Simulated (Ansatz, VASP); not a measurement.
# VSe2: VASP beside Ansatz, part 2 of 2

Wanted: the spread between two codes on one cell, functional and k mesh. The cell is taken from a series of VASP runs on this material, whose earlier steps may have relaxed, scaled or displaced it; both programs get it as it stands.

VASP 6.6.1 and Ansatz 0.2.0.

So far: The structure; VASP: relaxation of cell and atoms, r2SCAN.

**3. Ansatz: relaxation of cell and atoms, r2SCAN**

Level of this step: Ansatz beside VASP: Kohn-Sham DFT, plane waves, r2SCAN (Ansatz).

Ansatz runs on its default PAW (the set named soft_2) files.

The same cell, functional, mesh and smearing now go to Ansatz, which takes its cutoff from its data sets.

Contents of input.yaml:

```yaml
crystal:
  lattice:
    - [3.4177643845, 0.0, 0.0]
    - [-1.7088821922, 2.9598707811, 0.0]
    - [0.0, 0.0, 6.310967192]
  atoms:
    - { symbol: V, position: [0.0, 0.0, 0.0], spin: 2.0 }
    - { symbol: Se, position: [0.3333333333, 0.6666666667, 0.2425331786] }
    - { symbol: Se, position: [0.6666666667, 0.3333333333, 0.7574668214] }
hamiltonian:
  xc: r2scan
  pseudopotentials: { kind: paw }
magnetization:
  spin_polarized: true
kpoints:
  mp_grid: { grid: [8, 8, 4] }
scf:
  occupations: { method: gaussian, width: 0.05 }
relax:
  f_tol: 0.01
  max_steps: 60
  cell: { stress_tol: 0.05 }
output:
  forces: true
  stress: true
```

Started as:

```console
> ansatz run input.yaml --threads 4 --pin off --max-ram 9216MiB --backend cpu --events-out ev --progress --plain --runs-dir out
```

Numbers of over 12 decimals in the logs are rounded to 6 here.

The log of the run:

```text
Engine: ansatz 0.2.0, aarch64-unknown-linux-gnu
Pseudopotentials: kind: paw
Pseudopotential: V, paw, valence charge 13, recommended cutoff 500 eV (meta_gga), V.paw.azcp
Pseudopotential: Se, paw, valence charge 16, recommended cutoff 500 eV (meta_gga), Se.paw.azcp
Functional definition: r2SCAN
  parameter k0 = 0.174
  parameter k1 = 0.065
  parameter a1 = 4.9479
  exchange = r2scan_x(k0 = k0, k1 = k1, a1 = a1)
  correlation = r2scan_c
Crystal: 3 atoms, lattice volume = 63.843 Å³
Basis set: ecut = 500 eV, 1643 PW (Γ), exchange–correlation on 100×100×192 points (64 copies of the dense FFT grid, shifted against one another)
Bands: 29, of which v1, the nominal top of the filled ones, is band 23 counted from 1 (22 counted from 0)
Symmetry: 12 space group operations
Space group: P-3m1 (ITA 164), of the structure as read, at distance tolerance 4.0e-5 Å
Magnetic group: BNS 164.85 (UNI 1315), of the structure as read, at distance tolerance 4.0e-5 Å
k-points: 35 of 256
Non-local potential: V, projectors of the file, l = 0: 3, l = 1: 2, l = 2: 3, l = 3: 1
Non-local potential: Se, projectors of the file, l = 0: 2, l = 1: 2, l = 2: 3, l = 3: 1
PAW form: soft (Blöchl's): semilocal exchange-correlation on the pseudo side does not see the compensation charge
PAW frozen core: V, regenerated for the run's functional (the file was generated under x = pbe(κ = 0.804, μ = 0.219515), c = pbe(β = 0.066725))
PAW frozen core: Se, regenerated for the run's functional (the file was generated under x = pbe(κ = 0.804, μ = 0.219515), c = pbe(β = 0.066725))
PAW one-centre angular grid: V, 590 points (default); XC on 160 Gauss nodes
PAW one-centre angular grid: Se, 590 points (default); XC on 160 Gauss nodes
Initial density: superposition of atomic densities (chi_scale 0.1, normalization cell, long waves kept (reshape's long-wave potential 0.08 eV rms))
Starting moments: Σ|m| = 2 μB on 1 of 3 sites
Initial wavefunctions: pseudopotential atomic-orbital guess
Functional: x = r2scan, c = r2scan; τ floored in thin density (d = 2e-4 eV/Å³)
SCF iter   1: F=—  HF=-13875.860076 eV  |F-HF|=—  |Δ(HF+E_count)|=         —  Δρ=2.69e-2 (↑2.07e-2 ↓2.69e-2)  dr2=3.95e0  dr2_τ=1.44e-2  dr2_m=7.61e-2  M=1.291 μB ∫|m|=2.083 μB  β_m=0.85  ethr=3.10e-3  ⟨swp⟩=5.8  Hψ=7657  notcnv=0
Mixer restart at iter 1: flushing history
preconditioner: auto → Kerker (q_TF=auto, 2.574 Å⁻¹)  [metal: Δε(μ)=0.013 eV  Ē_g=9.206 eV  σ=0.050 eV  W_gap=0.15  n_scr=22 (ndim 8)  ℏωp=19.2 eV  f_vac=0.035  D(μ)=2.15/eV (n_scr^D=22)]
spin=Collinear: Kerker preconditioning applied to the charge; magnetization (m = ρ↑ − ρ↓) channel mixes plain (no charge-response kernel on spin).
SCF iter   2: F=—  HF=-13876.121022 eV  |F-HF|=—  |Δ(HF+E_count)|=   2.61e-1  Δρ=1.88e-2 (↑1.69e-2 ↓1.88e-2)  dr2=2.97e0  dr2_τ=1.28e-3  dr2_m=9.33e-3  M=1.192 μB ∫|m|=2.183 μB  β_m=0.30  ethr=3.10e-3  ⟨swp⟩=2.0  Hψ=2921  notcnv=0  defer=121  κ⁻¹=1.0e0(r=1)
SCF iter   3: F=—  HF=-13875.299055 eV  |F-HF|=—  |Δ(HF+E_count)|=   8.22e-1  Δρ=2.11e-2 (↑2.11e-2 ↓2.07e-2)  dr2=5.95e-1  dr2_τ=5.00e-3  dr2_m=2.30e-1  M=1.062 μB ∫|m|=2.357 μB  β_m=0.30  ethr=3.10e-3  ⟨swp⟩=3.0  Hψ=3753  notcnv=0  defer=121  κ⁻¹=9.5e-3(r=2)
SCF iter   4: F=—  HF=-13875.258528 eV  |F-HF|=—  |Δ(HF+E_count)|=   4.05e-2  Δρ=1.85e-2 (↑1.58e-2 ↓1.85e-2)  dr2=1.98e-1  dr2_τ=5.43e-3  dr2_m=1.44e-1  M=1.062 μB ∫|m|=2.288 μB  β_m=0.89  ethr=1.32e-3  ⟨swp⟩=2.0  Hψ=2884  notcnv=0  defer=124  κ⁻¹=8.2e-3(r=3)
SCF iter   5: F=—  HF=-13875.792453 eV  |F-HF|=—  |Δ(HF+E_count)|=         —  Δρ=9.99e-3 (↑9.99e-3 ↓3.48e-3)  dr2=1.37e-1  dr2_τ=9.71e-4  dr2_m=1.57e-2  M=1.063 μB ∫|m|=1.937 μB  β_m=1.00  ethr=4.40e-4  ⟨swp⟩=2.5  Hψ=4084  notcnv=0  defer=124
Mixer restart at iter 5: flushing history
SCF iter   6: F=—  HF=-13875.817301 eV  |F-HF|=—  |Δ(HF+E_count)|=   2.48e-2  Δρ=5.90e-3 (↑5.90e-3 ↓3.27e-3)  dr2=9.83e-2  dr2_τ=3.48e-4  dr2_m=1.90e-3  M=1.063 μB ∫|m|=1.833 μB  β_m=1.00  ethr=3.04e-4  ⟨swp⟩=2.0  Hψ=2449  notcnv=0  defer=124  κ⁻¹=1.0e0(r=1)
SCF iter   7: F=—  HF=-13875.835822 eV  |F-HF|=—  |Δ(HF+E_count)|=   1.85e-2  Δρ=3.68e-3 (↑2.03e-3 ↓3.68e-3)  dr2=3.17e-2  dr2_τ=1.50e-4  dr2_m=2.32e-3  M=1.062 μB ∫|m|=1.726 μB  β_m=1.00  ethr=2.19e-4  ⟨swp⟩=2.1  Hψ=2962  notcnv=0  defer=124  κ⁻¹=4.0e-2(r=2)
SCF iter   8: F=—  HF=-13875.836767 eV  |F-HF|=—  |Δ(HF+E_count)|=   9.45e-4  Δρ=2.45e-3 (↑2.45e-3 ↓1.48e-3)  dr2=8.59e-3  dr2_τ=1.22e-4  dr2_m=8.88e-4  M=1.063 μB ∫|m|=1.842 μB  β_m=1.00  ethr=7.05e-5  ⟨swp⟩=2.1  Hψ=4137  notcnv=0  defer=123  κ⁻¹=4.8e-3(r=3)
SCF iter   9: F=—  HF=-13875.837532 eV  |F-HF|=—  |Δ(HF+E_count)|=   7.65e-4  Δρ=1.30e-3 (↑8.46e-4 ↓1.30e-3)  dr2=6.56e-3  dr2_τ=2.53e-5  dr2_m=6.54e-5  M=1.063 μB ∫|m|=1.912 μB  β_m=1.00  ethr=1.91e-5  ⟨swp⟩=2.0  Hψ=2946  notcnv=0  defer=123  κ⁻¹=1.6e-3(r=4)
SCF iter  10: F=—  HF=-13875.838630 eV  |F-HF|=—  |Δ(HF+E_count)|=   1.10e-3  Δρ=9.48e-4 (↑9.48e-4 ↓4.41e-4)  dr2=1.84e-3  dr2_τ=8.18e-6  dr2_m=1.49e-4  M=1.063 μB ∫|m|=1.833 μB  β_m=1.00  ethr=1.46e-5  ⟨swp⟩=2.0  Hψ=3969  notcnv=0  defer=123  κ⁻¹=8.5e-4(r=5)
[...]
SCF iter  17: F=—  HF=-13875.839151 eV  |F-HF|=—  |Δ(HF+E_count)|=   2.48e-7  Δρ=1.07e-5 (↑6.57e-6 ↓1.07e-5)  dr2=6.59e-8  dr2_τ=1.55e-9  dr2_m=1.57e-8  M=1.063 μB ∫|m|=1.854 μB  β_m=1.00  ethr=1.51e-9  ⟨swp⟩=2.0  Hψ=3610  notcnv=0  defer=123  κ⁻¹=5.9e-6(r=8)
SCF iter  18: F=—  HF=-13875.839151 eV  |F-HF|=—  |Δ(HF+E_count)|=   1.51e-7  Δρ=4.79e-6 (↑4.35e-6 ↓4.79e-6)  dr2=1.95e-8  dr2_τ=4.19e-10  dr2_m=1.32e-9  M=1.063 μB ∫|m|=1.854 μB  β_m=1.00  ethr=1.47e-10  ⟨swp⟩=2.0  Hψ=3607  notcnv=0  defer=123  κ⁻¹=3.2e-6(r=8)
SCF iter  19: F=—  HF=-13875.839151 eV  |F-HF|=—  |Δ(HF+E_count)|=   7.41e-8  Δρ=9.53e-6 (↑9.53e-6 ↓1.87e-6)  dr2=9.12e-8  dr2_τ=9.80e-10  dr2_m=1.38e-8  M=1.063 μB ∫|m|=1.853 μB  β_m=1.00  ethr=4.34e-11  ⟨swp⟩=1.4  Hψ=6204  notcnv=0  κ⁻¹=4.3e-6(r=8)
SCF iter  20: F=-13875.839151 eV  HF=-13875.839151 eV  |F-HF|=6.24e-9  |Δ(HF+E_count)|=   1.34e-8  Δρ=2.67e-6 (↑1.43e-6 ↓2.67e-6)  dr2=4.21e-9  dr2_τ=1.09e-10  dr2_m=1.94e-9  M=1.063 μB ∫|m|=1.853 μB  ethr=4.34e-11  ⟨swp⟩=3.2  Hψ=5469  notcnv=0
SCF 1 converged in 20 iterations: F = -13875.839151 eV  dr2 = 4.21e-9
  greatest PAW one-centre occupation: 1.001 electrons in one spin orbital (limit 2), on the V atom at site 0 (counted from 0), in its partial waves of l = 1
relax step   1: F+E_penalty+E_count = -13875.83915063 eV  Δ(F+E_penalty+E_count) = +0.000e0 eV  max|allowed force component| = 2.079e-2 eV/Å  Δτ_max = 0.0000 Å  P = +0.234 GPa  Ω = 63.843 Å³  (20 SCF iters, dr2 threshold 1.00e-7 eV, accepted)
[...]
relax step   2: F+E_penalty+E_count = -13875.83895242 eV  Δ(F+E_penalty+E_count) = +1.982e-4 eV  max|allowed force component| = 6.392e-2 eV/Å  Δτ_max = 0.0230 Å  P = +0.003 GPa  Ω = 64.916 Å³  energy of the carried Pulay correction = -1.977e-4 eV  (13 SCF iters, dr2 threshold 1.82e-7 eV, rejected (line search))
[...]
relax step   3: F+E_penalty+E_count = -13875.83970021 eV  Δ(F+E_penalty+E_count) = -5.496e-4 eV  max|allowed force component| = 4.598e-3 eV/Å  Δτ_max = 0.0084 Å  P = +0.069 GPa  Ω = 64.286 Å³  energy of the carried Pulay correction = -8.217e-5 eV  (17 SCF iters, accepted)
[...]
relax step   4: F+E_penalty+E_count = -13875.83986593 eV  Δ(F+E_penalty+E_count) = -1.657e-4 eV  max|allowed force component| = 6.655e-3 eV/Å  Δτ_max = 0.0077 Å  P = +0.020 GPa  Ω = 64.623 Å³  energy of the carried Pulay correction = -1.441e-4 eV  (9 SCF iters, dr2 threshold 5.40e-8 eV, accepted)
[...]
relax step   5: F+E_penalty+E_count = -13875.83989847 eV  Δ(F+E_penalty+E_count) = -3.254e-5 eV  max|allowed force component| = 4.914e-3 eV/Å  Δτ_max = 0.0041 Å  P = -0.025 GPa  Ω = 64.818 Å³  energy of the carried Pulay correction = -1.798e-4 eV  (9 SCF iters, dr2 threshold 3.37e-8 eV, accepted)
[...]
relax step   6: F+E_penalty+E_count = -13875.84008396 eV  Δ(F+E_penalty+E_count) = -1.855e-4 eV  max|allowed force component| = 4.985e-3 eV/Å  Δτ_max = 0.0000 Å  P = -0.024 GPa  Ω = 64.818 Å³  stress off target by 3.80e-2 GPa  SCF on the basis re-selected at this cell (its energy is not comparable with the rows above)  (15 SCF iters)
basis re-selected at this cell: Δ(F+E_penalty+E_count) = -1.855e-4 eV, ΔP = +0.002 GPa vs the last step (what re-selecting the basis moved, of the pressure what is left beyond the Pulay correction that the steps carried, after the strain that the cell walked since its last selection, with what the two solves' SCF thresholds leave and, on support functions, any second-order correction that the steps lacked; it is no m [...]
SCF converged after 15 iterations
Stability not checked: this state was not tested for a lower state beside it, because the mixer in use, unlike msr1, does not test its closes by its own steps (another_mixer; see scf.mixing.algorithm and scf.lower_state_search)
Magnetization: 1.0625 μB (23.0313 up, 21.9687 down)
Absolute magnetization: 1.8418 μB (∫|ρ↑−ρ↓|, with the PAW one-centre terms)
Spin contamination: 0.1560 ħ² per cell (⟨S²⟩ above its minimum at these occupations)
Per-site moments (μB) at R_I (Å): [(1.246258, 1.030681), (-0.139096, 1.030681), (-0.139096, 1.030681)]
Free energy (F): -13875.840084 eV
Harris-Foulkes:  -13875.840084 eV  (|F-HF|=9.09e-12)
Internal energy: -13875.839087 eV  (E = F + TS)
E sigma→0 (E₀):  -13875.839586 eV
Entropy (-TS):   -0.000997 eV (-0.332 meV/atom)
Fermi energy:    9.340886 eV
--- Per-component energies (eV) ---
  E_band       = -1011.583562
  E_kinetic    = 572.685859
  E_local      = -6501.237785  (includes V_loc(G=0)·N_el)
  E_nonlocal   = -1235.709318
  E_hartree    = 3158.268759
  E_xc         = -323.335518
  E_vxc        = -395.662103  (∫ρ·V_xc dr)
  E_paw        = -4971.429446  (= ΣΔE_a)
  E_vpaw       = 209.205394  (= ΣTr[D̂ρ^β])
  E_aug_tail   = -0.000246  (compensation charges beyond the density's cutoff)
  E_vtau       = 22.597089  (kinetic-family band-sum trace: ∫τ·v_τ [+ j·A + Jᵃ·Aᵃ] dr)
  E_ewald      = -4571.286072
  E_core_change = -3.795321  (= ΣΔE_core)
  E_smearing   = -0.000997  (= −TS)
  E_closure    = -0.000000  (closes the sum)
  Σ components = -13875.840084   (vs F -13875.840084, Δ=0.00e0)
--- Forces (eV/Å), atoms counted from 1 ---
  atom   1  V      0.00000000     0.00000000     0.00000000
  atom   2  Se     0.00000000     0.00000000    -0.00498531
  atom   3  Se    -0.00000000    -0.00000000     0.00498531
  max |Σ_I F_I| component: 2.31e-18 eV/Å
--- Stress (GPa, compression-positive) ---
       -0.016473      -0.000000       0.000000
        0.000000      -0.016473       0.000000
        0.000000       0.000000      -0.037957
  P = ⅓ Tr σ = -0.0236 GPa (-0.236 kbar)
--- Relaxed structure (5 steps of the walk, 4 accepted, 1 SCFs on fresh bases) ---
  F+E_penalty+E_count = -13875.84008396 eV   max|allowed force component| = 4.985e-3 eV/Å   (the final SCF, on the basis selected at the relaxed cell)
  cell:  # Å, volume = 64.8180 Å³
    - [3.422351, -2.8906249356394176e-11, 0]
    - [-1.711176, 2.963843, 0]
    - [0, 0, 6.390217]
  atoms:
    - { symbol: V, position: [0, 0, 0.0] }
    - { symbol: Se, position: [0.333333, 0.666667, 0.239328] }
    - { symbol: Se, position: [0.666667, 0.333333, 0.760672] }
```

Elapsed: 34 s, on 4 threads of Arm Neoverse V2, shared host; peak memory 0.67 GiB; 2.1 min of CPU time.

**4. Comparison**

Known differences besides the potentials themselves: VASP keeps PBE cores, Ansatz makes them for the functional; both relaxations stop at a tolerance, which leaves soft axes loose, and VASP keeps its plane-wave basis; the data sets hold 45 valence electrons in Ansatz (default PAW (the set named soft_2) files) and 25 in VASP; the cutoff is 500 eV in Ansatz and 400 eV in VASP; Ansatz adds a Pulay correction to the stress that steers its cell, VASP none; site moments are counted in spheres of each program's own size. Total energies have different zeros and are not compared.

Both answers:

```tsv
quantity	Ansatz	VASP	difference
volume (Å³)	64.82	63.84	+1.53 %
edge a after relaxation, in the typed setting (Å)	3.422	3.418	+0.13 %
edge c after relaxation, in the typed setting (Å)	6.390	6.311	+1.25 %
total moment (μB)	1.06	1.06	0.00
moment on V1 (μB)	1.25	1.33	-0.08
moment on Se2 (μB)	-0.14	-0.15	+0.01
moment on Se3 (μB)	-0.14	-0.15	+0.01
```

The walks stopped with -0.02 GPa left in Ansatz and 0.03 GPa in VASP; each walk ends within a tolerance, so the volume difference is uncertain by about these residues over the bulk modulus, most in soft cells.

A further Ansatz single point at VASP's end cell gives 0.23 GPa where VASP has 0.03 GPa.

**5. What came out**

| Property | Result |
| --- | --- |
| difference in volume (relaxation of cell and atoms, r2SCAN) | 1.5 % |

The difference in volume is 1.5 % (relaxation of cell and atoms, r2SCAN), beyond the 1.2 % picked in this series as the mark of a large difference, as far as the stopping tolerances let one tell. A pressure difference of 0.20 GPa at VASP's end cell goes with 1.5 % of volume, which implies a bulk modulus near 15 GPa: the cell is soft, so a small pressure moves it far. How closely two codes agree says nothing of how well the functional describes the real material.

[Lines on the potential files, build, host, timing and source positions are cut from VASP's logs without a mark.]

[Logs are printed without paths, hosts, clocks, repeated set-up lines and the standing remarks that a program may print on its own settings, such as how far it seeks lower states.]

[Hosts, paths, dates, database ids (printed as entryN), source tags and the programs' standing remarks are cut or masked in the printed files.]
